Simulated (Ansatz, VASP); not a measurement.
## Two plane-wave programs on Tl3MoIr

File INCAR:

```
  PREC = Accurate
  ENCUT = 520
  EDIFF = 1E-7
  ISMEAR = 0
  SIGMA = 0.1
  LREAL = False
  LASPH = True
  NELM = 80
  ALGO = Fast
  ISIF = 2
  LWAVE = False
  LCHARG = True
  GGA = PE
  LELF = True
  LVHAR = True
  NBANDS = 39
```

Contents of KPOINTS:

```
regular mesh
0
Gamma
  4 4 4
```

Contents of POSCAR:

```
Tl3MoIr
1.0
    5.0686602100      0.0000000000      0.0000000000
    0.0000000000      5.0686602100      0.0000000000
    0.0000000000      0.0000000000      5.0686602100
Tl Mo Ir
3 1 1
Direct
    0.5000000000      0.0000000000      0.0000000000
    0.0000000000      0.5000000000      0.0000000000
    0.0000000000      0.0000000000      0.5000000000
    0.0000000000      0.0000000000      0.0000000000
    0.5000000000      0.5000000000      0.5000000000
```

Input for Ansatz:

```yaml
crystal:
  lattice:
    - [5.06866021, 0.0, 0.0]
    - [0.0, 5.06866021, 0.0]
    - [0.0, 0.0, 5.06866021]
  atoms:
    - { symbol: Tl, position: [0.5, 0.0, 0.0] }
    - { symbol: Tl, position: [0.0, 0.5, 0.0] }
    - { symbol: Tl, position: [0.0, 0.0, 0.5] }
    - { symbol: Mo, position: [0.0, 0.0, 0.0] }
    - { symbol: Ir, position: [0.5, 0.5, 0.5] }
basis:
  ecutwfc: 420
kpoints:
  mp_grid: { grid: [4, 4, 4] }
hamiltonian:
  xc: pbe
scf:
  occupations: { method: gaussian, width: 0.1 }
  lower_state_search: "off"
output:
  forces: true
  stress: true
  eigenvalues: true
```

Change from the starting cell: species swapped into the Lu3GaC type (Pm-3m, No. 221).

Alike in both runs: task single point; functional PBE; k mesh 4 × 4 × 4; occupations gaussian, width 0.1 eV; no spin polarisation.

|  | VASP | Ansatz |
| --- | --- | --- |
| version | VASP 6.6.1 | Ansatz 0.2.0 |
| potentials or method | VASP PAW PBE potentials, release 64 (Tl_d, Mo_sv, Ir) | scalar-relativistic, plane waves, PAW |
| plane-wave cutoff (eV) | 520 | 420 |
| valence electrons in the cell | 62 | 70 |

```tsv
	VASP	Ansatz	Ansatz less VASP
gap on the k mesh at the Fermi level (eV)	none	none	-
pressure (GPa)	8.9	8.9	-0.01
```

A gap of «none» marks a metal or a gap that the smearing closes. The two sets of potentials don't hold the same shells in valence.

Spin-orbit coupling is left out, which matters for the levels of Ir, Tl.
